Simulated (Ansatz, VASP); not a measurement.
## C (amorphous carbon): VASP beside Ansatz

Aim: how closely do two programs agree when they are given the same cell, functional and k mesh? Of the first pair: The structure shown is the start of the Ansatz relaxation below; VASP solves that cell, so the two are compared at the walk's first step.

Calculated with Ansatz 0.2.0; plane waves, with VASP 6.6.1 beside it; single point at PBE.

**1. The starting structure**

The cell holds 159 atoms: 159 C. Its edges and angles: a = 12.341 Å, b = 12.341 Å, c = 12.341 Å, α = 90.0°, β = 90.0°, γ = 90.0°. It derives from C (amorphous carbon). As first built, before any earlier steps moved the atoms (in the runner's words): 160 atoms (160 C) placed at random at 1.7 g/cm^3, melted at 6000 K for 10 ps at fixed volume with the LCBOP (Los and Fasolino, Phys. Rev. B 68, 024107 (2003)). Quenched from 4800 K to 100 K at 500 K/ps and fixed volume, held 5 ps. Nearest the centre at fractional (0.247, 0.902, 0.687): C151 at 1.55 Å, C132 at 1.63 Å, C53 at 1.66 Å, C1 at 1.70 Å, C119 at 2.58 Å, C47 at 2.67 Å, C94 at 2.71 Å, C102 at 2.75 Å.

**2. Ansatz: relaxation, PBE**

Ansatz runs on its default PAW (the set named soft_2) files.

The two programs are compared at the cell with which this relaxation starts, whose forces are those of its first step.

The input, input.yaml:

```yaml
crystal:
  lattice:
    - [12.3406, 0.0, 0.0]
    - [0.0, 12.3406, 0.0]
    - [0.0, 0.0, 12.3406]
  atoms:
    - { symbol: C, position: [0.25612, 0.76552, 0.67207] }
    - { symbol: C, position: [0.73334, 0.8819, 0.03196] }
[... 1 atom line left out ...]
    - { symbol: C, position: [0.63614, 0.98543, 0.69918] }
[... 9 atom lines left out ...]
    - { symbol: C, position: [0.17513, 0.78881, 0.34055] }
[... 1 atom line left out ...]
    - { symbol: C, position: [0.05006, 0.74357, 0.63912] }
[... 3 atom lines left out ...]
    - { symbol: C, position: [0.37833, 0.61274, 0.60105] }
[... 1 atom line left out ...]
    - { symbol: C, position: [0.42095, 0.98682, 0.41228] }
[... 2 atom lines left out ...]
    - { symbol: C, position: [0.42059, 0.69258, 0.77206] }
[... 2 atom lines left out ...]
    - { symbol: C, position: [0.09846, 0.23935, 0.58764] }
    - { symbol: C, position: [0.09403, 0.83813, 0.94307] }
[... 5 atom lines left out ...]
    - { symbol: C, position: [0.54601, 0.03208, 0.76562] }
    - { symbol: C, position: [0.44212, 0.96854, 0.78228] }
[... 1 atom line left out ...]
    - { symbol: C, position: [0.18755, 0.11125, 0.83378] }
[... 3 atom lines left out ...]
    - { symbol: C, position: [0.10021, 0.04127, 0.78924] }
[... 4 atom lines left out ...]
    - { symbol: C, position: [0.28521, 0.10146, 0.76274] }
    - { symbol: C, position: [0.28234, 0.75787, 0.31687] }
[... 3 atom lines left out ...]
    - { symbol: C, position: [0.29583, 0.55334, 0.55156] }
    - { symbol: C, position: [0.32795, 0.99588, 0.74003] }
[... 3 atom lines left out ...]
    - { symbol: C, position: [0.19017, 0.28333, 0.59218] }
[... 2 atom lines left out ...]
    - { symbol: C, position: [0.35162, 0.08412, 0.37381] }
    - { symbol: C, position: [0.35233, 0.71592, 0.94658] }
[... 3 atom lines left out ...]
    - { symbol: C, position: [0.99359, 0.07406, 0.77085] }
[... 13 atom lines left out ...]
    - { symbol: C, position: [0.92977, 0.91068, 0.67481] }
[... 3 atom lines left out ...]
    - { symbol: C, position: [0.93822, 0.0918, 0.57819] }
[... 5 atom lines left out ...]
    - { symbol: C, position: [0.35546, 0.69841, 0.68077] }
[... 3 atom lines left out ...]
    - { symbol: C, position: [0.18662, 0.608, 0.55666] }
    - { symbol: C, position: [0.16654, 0.70676, 0.62682] }
[... 1 atom line left out ...]
    - { symbol: C, position: [0.39997, 0.77431, 0.859] }
[... 5 atom lines left out ...]
    - { symbol: C, position: [0.03028, 0.85436, 0.67851] }
[... 4 atom lines left out ...]
    - { symbol: C, position: [0.49789, 0.60295, 0.58416] }
    - { symbol: C, position: [0.04237, 0.93457, 0.38971] }
[... 1 atom line left out ...]
    - { symbol: C, position: [0.43186, 0.87465, 0.83593] }
[... 1 atom line left out ...]
    - { symbol: C, position: [0.24009, 0.06692, 0.40155] }
[... 6 atom lines left out ...]
    - { symbol: C, position: [0.12288, 0.8661, 0.851] }
[... 2 atom lines left out ...]
    - { symbol: C, position: [0.94587, 0.03091, 0.67252] }
    - { symbol: C, position: [0.21168, 0.20223, 0.90897] }
[... 2 atom lines left out ...]
    - { symbol: C, position: [0.224, 0.95912, 0.45619] }
[... 5 atom lines left out ...]
    - { symbol: C, position: [0.12812, 0.9194, 0.74179] }
[... 1 atom line left out ...]
    - { symbol: C, position: [0.00085, 0.19255, 0.54748] }
[... 3 atom lines left out ...]
    - { symbol: C, position: [0.31012, 0.25421, 0.87087] }
    - { symbol: C, position: [0.33979, 0.92629, 0.48102] }
[... 3 atom lines left out ...]
    - { symbol: C, position: [0.14261, 0.89013, 0.39226] }
[... 6 atom lines left out ...]
    - { symbol: C, position: [0.98899, 0.02957, 0.40486] }
    - { symbol: C, position: [0.27043, 0.92759, 0.56563] }
    - { symbol: C, position: [0.96604, 0.66494, 0.61349] }
[... 2 atom lines left out ...]
    - { symbol: C, position: [0.33849, 0.20829, 0.76863] }
[... 3 atom lines left out ...]
    - { symbol: C, position: [0.6872, 0.89823, 0.47195] }
kpoints:
  mp_grid: { grid: [1, 1, 1] }
hamiltonian:
  xc: pbe
scf:
  occupations: { method: gaussian, width: 0.05 }
output:
  forces: true
  eigenvalues: true
relax:
  f_tol: 0.05
  max_steps: 90
```

Run with:

```console
ansatz run input.yaml --threads 4 --pin off --max-ram 8192MiB --backend cpu --events-out ev --progress --plain --runs-dir out
```

Numbers of over 12 decimals in the logs are rounded to 6 here.

Log:

```text
Engine: ansatz 0.2.0, x86_64-unknown-linux-gnu
Pseudopotentials: kind: paw
Pseudopotential: C, paw, valence charge 4, recommended cutoff 420 eV (normal), C.paw.azcp
Functional definition: PBE
  parameter kappa = 0.804
  parameter beta = 0.066725
  exchange = pbe_x(kappa = kappa, mu = beta*pi^2/3)
  correlation = pbe_c(beta = beta)
Crystal: 159 atoms, lattice volume = 1879.355 Å³
Basis set: ecut = 420 eV, 36785 PW (Γ), exchange–correlation on 180×180×180 points (8 copies of the dense FFT grid, shifted against one another)
Bands: 477, of which v1, the nominal top of the filled ones, is band 318 counted from 1 (317 counted from 0)
Symmetry: 1 space group operations
Space group: P1 (ITA 1), of the structure as read, at distance tolerance 1.2e-4 Å
k-points: 1
Non-local potential: C, projectors of the file, l = 0: 2, l = 1: 2, l = 2: 1
PAW form: soft (Blöchl's): semilocal exchange-correlation on the pseudo side does not see the compensation charge
PAW one-centre angular grid: C, 110 points (default); XC on 64 Gauss nodes
Initial density: superposition of atomic densities (neutral atoms: chi_scale 0, normalization atom), corrected by the library's trained network
Initial wavefunctions: pseudopotential atomic-orbital guess
Functional: x = pbe(κ = 0.804, μ = 0.219515), c = pbe(β = 0.066725)
SCF iter   1: F=—  HF=-39760.966423 eV  |F-HF|=—  |Δ(HF+E_count)|=         —  Δρ=1.32e-2  dr2=8.48e0  ethr=1.77e-3  ⟨swp⟩=5.0  Hψ=1902  notcnv=0  defer=131
preconditioner: auto → LDOS  [insulator: Δε(μ)=0.131 eV  Ē_g=13.657 eV  σ=0.050 eV  W_gap=0.94  n_scr=388 (ndim 8)  ℏωp=21.6 eV  f_vac=0.200  D(μ)=8.45/eV (n_scr^D=26)  ε∞_Penn≈3.5  β→1.0]
SCF iter   2: F=—  HF=-39760.892226 eV  |F-HF|=—  |Δ(HF+E_count)|=   7.42e-2  Δρ=1.14e-2  dr2=6.98e0  ethr=1.33e-3  ⟨swp⟩=3.0  Hψ=874  notcnv=0  defer=152
SCF iter   3: F=—  HF=-39760.016921 eV  |F-HF|=—  |Δ(HF+E_count)|=   8.75e-1  Δρ=3.69e-3  dr2=5.05e-1  ethr=1.10e-3  ⟨swp⟩=2.0  Hψ=541  notcnv=0  defer=152
SCF iter   4: F=—  HF=-39759.947492 eV  |F-HF|=—  |Δ(HF+E_count)|=   6.94e-2  Δρ=1.50e-3  dr2=7.52e-2  ethr=7.94e-5  ⟨swp⟩=2.0  Hψ=789  notcnv=0  defer=152
SCF iter   5: F=—  HF=-39759.940650 eV  |F-HF|=—  |Δ(HF+E_count)|=   6.84e-3  Δρ=6.90e-4  dr2=1.81e-2  ethr=1.18e-5  ⟨swp⟩=2.0  Hψ=602  notcnv=0  defer=152
SCF iter   6: F=—  HF=-39759.943375 eV  |F-HF|=—  |Δ(HF+E_count)|=   2.72e-3  Δρ=3.62e-4  dr2=4.62e-3  ethr=2.84e-6  ⟨swp⟩=2.0  Hψ=422  notcnv=0  defer=152
SCF iter   7: F=—  HF=-39759.943048 eV  |F-HF|=—  |Δ(HF+E_count)|=   3.26e-4  Δρ=1.80e-4  dr2=9.74e-4  ethr=7.27e-7  ⟨swp⟩=2.0  Hψ=518  notcnv=0  defer=152
SCF iter   8: F=—  HF=-39759.942984 eV  |F-HF|=—  |Δ(HF+E_count)|=   6.47e-5  Δρ=8.55e-5  dr2=2.04e-4  ethr=1.53e-7  ⟨swp⟩=2.0  Hψ=585  notcnv=0  defer=152
SCF iter   9: F=-39759.942942 eV  HF=-39759.942972 eV  |F-HF|=2.95e-5  |Δ(HF+E_count)|=   1.22e-5  Δρ=3.96e-5  dr2=4.18e-5  ethr=9.83e-9  ⟨swp⟩=22.0  Hψ=3610  notcnv=0
SCF 1 converged in 9 iterations: F = -39759.942942 eV  dr2 = 4.18e-5
  greatest PAW one-centre occupation: 0.707 electrons in one spin orbital (limit 2), on the C atom at site 104 (counted from 0), in its partial waves of l = 0
relax step   1: F+E_penalty+E_count = -39759.94294202 eV  Δ(F+E_penalty+E_count) = +0.000e0 eV  max|allowed force component| = 3.329e0 eV/Å  Δτ_max = 0.0000 Å  (9 SCF iters, dr2 threshold 6.25e-5 eV, accepted)
Initial density: handed on by an earlier stage of this run
Initial wavefunctions: those handed on with the density
iter 1 solved again at ethr=1.37e-4 eV; its pass at ethr=3.10e-3 eV (dr2=8.71e-1 eV) is discarded
SCF iter   1: F=—  HF=-39761.330517 eV  |F-HF|=—  |Δ(HF+E_count)|=         —  Δρ=8.06e-3  dr2=8.68e-1  ethr=1.37e-4  ⟨swp⟩=1.0  Hψ=1522  notcnv=0  defer=152
preconditioner: auto → LDOS  [insulator: Δε(μ)=0.052 eV  Ē_g=13.513 eV  σ=0.050 eV  W_gap=0.54  n_scr=388 (ndim 8)  ℏωp=21.6 eV  f_vac=0.199  D(μ)=34.56/eV (n_scr^D=178)  ε∞_Penn≈3.6  β→1.0]
SCF iter   2: F=—  HF=-39761.235675 eV  |F-HF|=—  |Δ(HF+E_count)|=   9.48e-2  Δρ=3.73e-3  dr2=3.38e-1  ethr=1.36e-4  ⟨swp⟩=3.0  Hψ=649  notcnv=0  defer=152
SCF iter   3: F=—  HF=-39761.162395 eV  |F-HF|=—  |Δ(HF+E_count)|=   7.33e-2  Δρ=1.05e-3  dr2=3.26e-2  ethr=5.32e-5  ⟨swp⟩=2.0  Hψ=647  notcnv=0  defer=152
SCF iter   4: F=—  HF=-39761.162213 eV  |F-HF|=—  |Δ(HF+E_count)|=   1.82e-4  Δρ=3.64e-4  dr2=3.68e-3  ethr=5.12e-6  ⟨swp⟩=3.0  Hψ=792  notcnv=0  defer=152
SCF iter   5: F=—  HF=-39761.161987 eV  |F-HF|=—  |Δ(HF+E_count)|=   2.26e-4  Δρ=2.05e-4  dr2=1.48e-3  ethr=5.78e-7  ⟨swp⟩=2.0  Hψ=501  notcnv=0  defer=152
SCF iter   6: F=—  HF=-39761.161873 eV  |F-HF|=—  |Δ(HF+E_count)|=   1.14e-4  Δρ=9.72e-5  dr2=3.31e-4  ethr=2.32e-7  ⟨swp⟩=2.0  Hψ=615  notcnv=0  defer=152
SCF iter   7: F=-39761.161813 eV  HF=-39761.161841 eV  |F-HF|=2.82e-5  |Δ(HF+E_count)|=   3.21e-5  Δρ=3.53e-5  dr2=3.81e-5  ethr=1.57e-8  ⟨swp⟩=14.0  Hψ=2828  notcnv=0
[...]
- { symbol: C, position: [0.359749, 1.044267, 0.774974] }
    - { symbol: C, position: [0.454281, 0.645291, 0.276769] }
    - { symbol: C, position: [0.989552, 0.224178, 0.433754] }
    - { symbol: C, position: [0.786626, 0.046073, 0.438774] }
    - { symbol: C, position: [0.184244, 0.289122, 0.591608] }
    - { symbol: C, position: [0.283227, 0.277213, 0.149283] }
    - { symbol: C, position: [0.765460, 0.389877, 0.146632] }
    - { symbol: C, position: [0.354192, 0.070803, 0.367472] }
    - { symbol: C, position: [0.353688, 0.721600, 0.934779] }
    - { symbol: C, position: [0.770816, 0.473279, 0.240068] }
    - { symbol: C, position: [0.373577, 0.169243, 0.302239] }
    - { symbol: C, position: [0.489466, 0.553684, 0.069054] }
    - { symbol: C, position: [0.991085, 0.080750, 0.773718] }
    - { symbol: C, position: [0.793618, 0.454268, 0.368685] }
    - { symbol: C, position: [0.725369, 0.727702, 0.920532] }
    - { symbol: C, position: [0.988214, 0.563370, 0.548943] }
    - { symbol: C, position: [0.849086, 0.688374, 0.646966] }
    - { symbol: C, position: [0.523775, 0.942077, 0.363504] }
    - { symbol: C, position: [0.657167, 0.247510, 0.242863] }
    - { symbol: C, position: [0.967096, 0.318968, 0.378529] }
    - { symbol: C, position: [0.606136, 0.234674, 0.835583] }
    - { symbol: C, position: [0.738407, 0.013515, 0.230989] }
    - { symbol: C, position: [0.547703, 0.371682, 0.655997] }
    - { symbol: C, position: [0.024039, 0.440726, 0.242548] }
[...]
- { symbol: C, position: [0.965451, 0.661780, 0.614003] }
    - { symbol: C, position: [0.158936, 0.123336, 0.368600] }
    - { symbol: C, position: [0.377572, 0.719611, 0.296747] }
    - { symbol: C, position: [0.317737, 0.229973, 0.768858] }
    - { symbol: C, position: [0.288214, 0.339017, 0.601054] }
    - { symbol: C, position: [0.104910, 0.264670, 0.220066] }
    - { symbol: C, position: [0.355800, 0.306650, 0.688571] }
    - { symbol: C, position: [0.686445, 0.899154, 0.467728] }
```

In the SCF lines HF is the Harris–Foulkes energy and dr2 the Hartree energy of the density residual, in eV; the loop may stop once dr2 is under the threshold and the program's other checks hold. Hψ counts applications of the Hamiltonian.

**3. VASP: single point, PBE, start cell, pair 1**

The same cell, functional, mesh and smearing now go to VASP, with its own data sets.

Lines of VASP's logs that name or quote its potential files are left out, and so is its time.

The input, INCAR:

```
SYSTEM = C
PREC = Accurate
ENCUT = 520
EDIFF = 1E-06
NELM = 120
ISMEAR = 0
SIGMA = 0.05
LREAL = Auto
ALGO = Normal
GGA = PE
NBANDS = 429
LORBIT = 11
LWAVE = .FALSE.
LCHARG = .FALSE.
ISIF = 2
LASPH = .TRUE.
GGA_COMPAT = .FALSE.
```

The input, POSCAR:

```
C
1.0
   12.3406000000      0.0000000000      0.0000000000
    0.0000000000     12.3406000000      0.0000000000
    0.0000000000      0.0000000000     12.3406000000
C
159
Direct
    0.2561220686      0.7655219357      0.6720661880
    0.7333435976      0.8819020145      0.0319595482
[... 1 atom line left out ...]
    0.6361360064      0.9854302060      0.6991799426
[... 9 atom lines left out ...]
    0.1751292482      0.7888109168      0.3405507026
[... 1 atom line left out ...]
    0.0500623957      0.7435700047      0.6391180332
[... 3 atom lines left out ...]
    0.3783284443      0.6127416819      0.6010485714
[... 1 atom line left out ...]
    0.4209519796      0.9868239794      0.4122814126
[... 2 atom lines left out ...]
    0.4205873296      0.6925838290      0.7720613260
[... 2 atom lines left out ...]
    0.0984636079      0.2393481678      0.5876375541
    0.0940310844      0.8381278058      0.9430659773
[... 5 atom lines left out ...]
    0.5460107288      0.0320810982      0.7656191757
    0.4421178873      0.9685428585      0.7822796298
[... 1 atom line left out ...]
    0.1875516588      0.1112506685      0.8337763156
[... 3 atom lines left out ...]
    0.1002139280      0.0412702786      0.7892403935
[... 4 atom lines left out ...]
    0.2852130366      0.1014618414      0.7627424923
    0.2823363532      0.7578723887      0.3168727615
[... 3 atom lines left out ...]
    0.2958284038      0.5533361425      0.5515615124
    0.3279500186      0.9958835065      0.7400288479
[... 3 atom lines left out ...]
    0.1901690355      0.2833330632      0.5921835243
[... 2 atom lines left out ...]
    0.3516198564      0.0841207073      0.3738067841
    0.3523329498      0.7159214301      0.9465828242
[... 3 atom lines left out ...]
    0.9935902630      0.0740563668      0.7708539293
[... 13 atom lines left out ...]
    0.9297684067      0.9106769525      0.6748132182
[... 3 atom lines left out ...]
    0.9382201838      0.0918026676      0.5781890670
[... 5 atom lines left out ...]
    0.3554608366      0.6984101259      0.6807691684
[... 3 atom lines left out ...]
    0.1866197754      0.6080012317      0.5566585093
    0.1665397144      0.7067565596      0.6268171726
[... 1 atom line left out ...]
    0.3999724487      0.7743059495      0.8590019934
[... 5 atom lines left out ...]
    0.0302821581      0.8543587832      0.6785083383
[... 4 atom lines left out ...]
    0.4978931332      0.6029528548      0.5841612239
    0.0423723320      0.9345736836      0.3897136282
[... 1 atom line left out ...]
    0.4318590668      0.8746495308      0.8359318023
[... 1 atom line left out ...]
    0.2400936745      0.0669173298      0.4015525987
[... 6 atom lines left out ...]
    0.1228789524      0.8661005138      0.8510040030
[... 2 atom lines left out ...]
    0.9458697308      0.0309061148      0.6725199747
    0.2116833865      0.2022267961      0.9089671491
[... 2 atom lines left out ...]
    0.2240004538      0.9591186814      0.4561933780
[... 5 atom lines left out ...]
    0.1281218093      0.9193961396      0.7417872713
[... 1 atom line left out ...]
    0.0008508500      0.1925514157      0.5474774322
[... 3 atom lines left out ...]
    0.3101226845      0.2542096819      0.8708733773
    0.3397889892      0.9262920766      0.4810219924
[... 3 atom lines left out ...]
    0.1426105700      0.8901268982      0.3922580750
[... 6 atom lines left out ...]
    0.9889875695      0.0295690647      0.4048587589
    0.2704325560      0.9275886100      0.5656288997
    0.9660389284      0.6649433577      0.6134871886
[... 2 atom lines left out ...]
    0.3384924558      0.2082880897      0.7686336159
[... 3 atom lines left out ...]
    0.6872032154      0.8982302319      0.4719462587
```

The input, KPOINTS:

```
Automatic mesh
0
Gamma
1 1 1
0 0 0
```

The projector-augmented-wave data sets are C (PBE family, release 64).

Run with:

```console
export OMP_NUM_THREADS=3
mpirun -np 1 vasp_gam
```

Log:

```text
[banner, memory and clock lines left out]
running    1 mpi-ranks, on    1 nodes
[...]
Offloading initialized ...    1 GPUs detected
[...]
LDA part: xc-table for (Slater+PW92), standard interpolation
 POSCAR, INCAR and KPOINTS ok, starting setup
[...]
entering main loop
       N       E                     dE             d eps       ncg     rms          rms(c)
DAV:   1     0.464792509223E+04    0.46479E+04   -0.35366E+05   866   0.142E+03
DAV:   2    -0.916152800004E+03   -0.55641E+04   -0.52763E+04  1092   0.327E+02
DAV:   3    -0.139149429188E+04   -0.47534E+03   -0.46234E+03  1028   0.965E+01
DAV:   4    -0.140806662551E+04   -0.16572E+02   -0.16418E+02  1084   0.191E+01
[...]
DAV:  22    -0.132734603306E+04    0.68315E-05   -0.71422E-06   932   0.429E-03    0.544E-03
DAV:  23    -0.132734603107E+04    0.19890E-05   -0.26930E-06   644   0.263E-03    0.285E-03
DAV:  24    -0.132734603075E+04    0.32309E-06   -0.13780E-06   612   0.194E-03
   1 F= -.13273460E+04 E0= -.13273229E+04  d E =-.461674E-01
```

OUTCAR, selected parts (step 3):

```text
  FREE ENERGIE OF THE ION-ELECTRON SYSTEM (eV)
  ---------------------------------------------------
  free  energy   TOTEN  =     -1327.3460307475 eV

  energy  without entropy=    -1327.2998633919  energy(sigma->0) =    -1327.32294707
```

The run ends at a pressure of -8.19 GPa, with forces up to 4.0 eV/Å.

**4. Side by side**

Known differences besides the potentials themselves: the cutoff is 420 eV in Ansatz and 520 eV in VASP (PREC = Accurate, projectors in real space). Total energies have different zeros and are not compared.

Forces on 9 of the 159 atoms, those with the largest forces and the largest differences (eV/Å; atoms numbered as in POSCAR):

| atom | Ansatz x, y, z | VASP x, y, z |
| --- | --- | --- |
| C1 | -0.907, -1.848, -1.206 | -0.897, -1.808, -1.194 |
| C17 | 0.113, 0.187, 0.243 | 0.118, 0.174, 0.137 |
| C53 | -0.058, 2.261, 0.279 | -0.060, 2.235, 0.263 |
| C102 | 0.991, -0.065, 0.205 | 1.012, -0.063, 0.212 |
| C119 | 0.162, 0.645, -1.490 | 0.176, 0.650, -1.513 |
| C126 | -0.513, 0.675, -0.384 | -0.576, 0.681, -0.414 |
| C132 | -2.260, -0.162, 3.329 | -2.250, -0.157, 3.312 |
| C139 | 0.836, -0.150, -0.167 | 0.934, -0.163, -0.212 |
| C151 | 2.151, -0.906, -0.040 | 2.117, -0.923, 0.069 |

The forces differ by 20 meV/Å r.m.s., which is 6.5 % of the r.m.s. force of 0.307 eV/Å (both taken over all components).

(Part 1 of 2 ends here.)

[Lines on the potential files, build, host, timing and source positions are cut from VASP's logs without a mark.]

[Logs are printed without paths, hosts, clocks, repeated set-up lines and the standing remarks that a program may print on its own settings, such as how far it seeks lower states.]

[Hosts, paths, dates, database ids (printed as entryN), source tags and the programs' standing remarks are cut or masked in the printed files.]
